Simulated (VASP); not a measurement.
Output of a VASP run:

### OSZICAR
```
       N       E                     dE             d eps       ncg     rms          rms(c)
DAV:   1     0.440681819013E+01    0.44068E+01   -0.43623E+03   568   0.949E+02
DAV:   2    -0.188299617671E+02   -0.23237E+02   -0.22262E+02   880   0.111E+02
DAV:   3    -0.190935622541E+02   -0.26360E+00   -0.26360E+00   680   0.156E+01
DAV:   4    -0.190941438539E+02   -0.58160E-03   -0.58160E-03   904   0.740E-01
DAV:   5    -0.190941440114E+02   -0.15750E-06   -0.15750E-06   672   0.111E-02    0.794E+00
DAV:   6    -0.171978751854E+02    0.18963E+01   -0.12870E+00   824   0.810E+00    0.487E+00
DAV:   7    -0.170789708797E+02    0.11890E+00   -0.47507E-01   568   0.479E+00    0.122E+00
DAV:   8    -0.170926683502E+02   -0.13697E-01   -0.21724E-01   632   0.459E+00    0.541E-01
DAV:   9    -0.171941453647E+02   -0.10148E+00   -0.16679E-02   608   0.125E+00    0.315E-01
DAV:  10    -0.171996958324E+02   -0.55505E-02   -0.78321E-04   816   0.286E-01    0.283E-01
DAV:  11    -0.172238902104E+02   -0.24194E-01   -0.64991E-03   560   0.979E-01    0.566E-02
DAV:  12    -0.172249337322E+02   -0.10435E-02   -0.26868E-03   776   0.554E-01    0.487E-02
DAV:  13    -0.172250383056E+02   -0.10457E-03   -0.68947E-05   560   0.962E-02    0.223E-02
DAV:  14    -0.172251063672E+02   -0.68062E-04   -0.22953E-05   680   0.618E-02    0.214E-02
DAV:  15    -0.172251678927E+02   -0.61525E-04   -0.81214E-05   576   0.823E-02    0.419E-03
DAV:  16    -0.172251784183E+02   -0.10526E-04   -0.38349E-06   600   0.232E-02    0.328E-03
DAV:  17    -0.172251775593E+02    0.85897E-06   -0.15698E-07   280   0.467E-03
   1 F= -.17225178E+02 E0= -.17225178E+02  d E =-.172252E+02
       N       E                     dE             d eps       ncg     rms          rms(c)
DAV:   1    -0.172260523472E+02   -0.87393E-03   -0.46301E-02   640   0.174E+00    0.305E-01
DAV:   2    -0.172254975630E+02    0.55478E-03   -0.23110E-03   792   0.384E-01    0.167E-01
DAV:   3    -0.172252780479E+02    0.21952E-03   -0.56911E-04   584   0.225E-01    0.549E-02
DAV:   4    -0.172254243671E+02   -0.14632E-03   -0.11903E-04   592   0.109E-01    0.497E-02
DAV:   5    -0.172253204456E+02    0.10392E-03   -0.71153E-05   576   0.869E-02    0.177E-02
DAV:   6    -0.172254231093E+02   -0.10266E-03   -0.54605E-05   560   0.749E-02    0.117E-02
DAV:   7    -0.172254294842E+02   -0.63749E-05   -0.44947E-06   640   0.238E-02    0.847E-03
DAV:   8    -0.172254299521E+02   -0.46793E-06   -0.33253E-07   288   0.647E-03
   2 F= -.17225430E+02 E0= -.17225430E+02  d E =-.252393E-03
       N       E                     dE             d eps       ncg     rms          rms(c)
DAV:   1    -0.172259756547E+02   -0.54617E-03   -0.89020E-03   632   0.759E-01    0.133E-01
DAV:   2    -0.172258702030E+02    0.10545E-03   -0.44890E-04   808   0.169E-01    0.733E-02
DAV:   3    -0.172258271613E+02    0.43042E-04   -0.10847E-04   584   0.987E-02    0.230E-02
DAV:   4    -0.172258531330E+02   -0.25972E-04   -0.24230E-05   576   0.488E-02    0.211E-02
DAV:   5    -0.172258331498E+02    0.19983E-04   -0.13463E-05   576   0.381E-02    0.795E-03
DAV:   6    -0.172258502502E+02   -0.17100E-04   -0.10421E-05   560   0.330E-02    0.505E-03
DAV:   7    -0.172258516650E+02   -0.14148E-05   -0.87917E-07   336   0.109E-02    0.307E-03
DAV:   8    -0.172258515695E+02    0.95491E-07   -0.79449E-08   280   0.305E-03
   3 F= -.17225852E+02 E0= -.17225852E+02  d E =-.674010E-03
```

**OUTCAR**
```
------------------------ aborting loop because EDIFF is reached ----------------------------------------
  FORCE on cell =-STRESS in cart. coord.  units (eV):
  Direction    XX          YY          ZZ          XY          YZ          ZX
  --------------------------------------------------------------------------------------
  Total        0.0010473      0.0010473      0.0010473     -0.0000000     -0.0000000      0.0000000
  in kB        0.0723541      0.0723541      0.0723541     -0.0000000     -0.0000000      0.0000000
  external PRESSURE =       0.0723541 kB  Pullay stress =       0.0000000 kB
  volume of cell :       23.19
      direct lattice vectors                 reciprocal lattice vectors
     0.000000000  2.263423139  2.263423139    -0.220904342  0.220904342  0.220904342
     2.263423139 -0.000000000  2.263423139     0.220904342 -0.220904342  0.220904342
     2.263423139  2.263423139 -0.000000000     0.220904342  0.220904342 -0.220904342
  FREE ENERGIE OF THE ION-ELECTRON SYSTEM (eV)
  ---------------------------------------------------
  free  energy   TOTEN  =       -17.2258515695 eV

  energy  without entropy=      -17.2258515695  energy(sigma->0) =      -17.22585157

 reached required accuracy - stopping structural energy minimisation
```
(Selected blocks of OUTCAR.)

POSCAR:
```
BP
1
    0.0000000000     2.2690000000     2.2690000000
    2.2690000000     0.0000000000     2.2690000000
    2.2690000000     2.2690000000     0.0000000000
B P
1 1
Direct
  0.0000000000   0.0000000000   0.0000000000
  0.2500000000   0.2500000000   0.2500000000
```

### Question
Write an INCAR and KPOINTS that could have produced this output.

### Answer
This is not unique; one that fits is the input of the run itself, r2SCAN+rVV10, plane waves, VASP's PBE PAW potentials (set 64).

**KPOINTS**
```
Automatic mesh
0
Gamma
9 9 9
0 0 0
```

### INCAR
```
SYSTEM=BP
LCHARG=.FALSE.
EDIFF=1E-6   ! SCF stop (eV)
LASPH=.TRUE.
PREC=Accurate
NELM=100   ! most electronic steps
BPARAM=11.95
ISMEAR=0
LWAVE=.FALSE.
SIGMA=0.05
ISIF=3   ! ions, shape and volume
CPARAM=0.0093
NSW=60   ! most ionic steps
IBRION=2   ! conjugate gradients
EDIFFG=-0.01   ! ionic stop
ENCUT=520
LUSE_VDW=.TRUE.
ALGO=Normal   ! blocked Davidson
LREAL=.FALSE.
METAGGA=R2SCAN
LMIXTAU=.TRUE.
```

POTCAR, in this order: B P (PBE.64 set). Program: vasp_std.

The structure comes from a measured BP entry (F-43m) of the Crystallography Open Database, whose conditions weren't checked. This run relaxes it. Symmetry was kept, so distortions that lower it aren't found.
